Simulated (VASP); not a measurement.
Data:

```cif
data_V2
_chemical_formula_sum 'V2'
_space_group_name_H-M_alt 'Im-3m'
_space_group_IT_number 229
_space_group_name_Hall '-I 4 2 3'
_cell_length_a 3.01721
_cell_length_b 3.01721
_cell_length_c 3.01721
_cell_angle_alpha 90.000
_cell_angle_beta 90.000
_cell_angle_gamma 90.000
loop_
_atom_site_label
_atom_site_type_symbol
_atom_site_symmetry_multiplicity
_atom_site_Wyckoff_symbol
_atom_site_fract_x
_atom_site_fract_y
_atom_site_fract_z
_atom_site_occupancy
V1 V 2 a 0.00000 0.00000 0.00000 1
```
(The calculation used a cell of 1 atom; values per cell refer to that cell.)

The numbers are results of revPBE GGA, VASP's PBE PAW potentials (set 64) (plane waves; VASP), not measurements. Run with 520 eV cut-off, 17×17×17 Γ-centred mesh, first-order Methfessel-Paxton smearing of 0.10 eV, potentials V_sv.

**Question.** Give the energy at these volumes per atom, relative to the lowest: 12.86, 13.27, 13.68, 14.09, 14.50 Å³.

**Answer.** 32.9, 8.7, 0.0, 4.9, 21.5 meV/atom. A third-order Birch-Murnaghan fit gives B0 = 174 GPa and B0′ = 3.5.

Measured: bulk modulus 161 GPa at 0 K (computed value off by +7.9 %), as given by H. Levämäki et al., Physical Review B (2014), arXiv:1402.3671 [corrected for temperature and zero-point phonon effects]; a 3.021 Å at 0 K (computed value off by -0.1 %), as given by Daniel Mejia-Rodriguez et al., Physical Review B (2018), arXiv:1807.09216 [static lattice: zero-point anharmonic expansion removed].

The compound is V in the bcc structure. It was relaxed first. The run is not spin-polarised, so no magnetic state was tried.
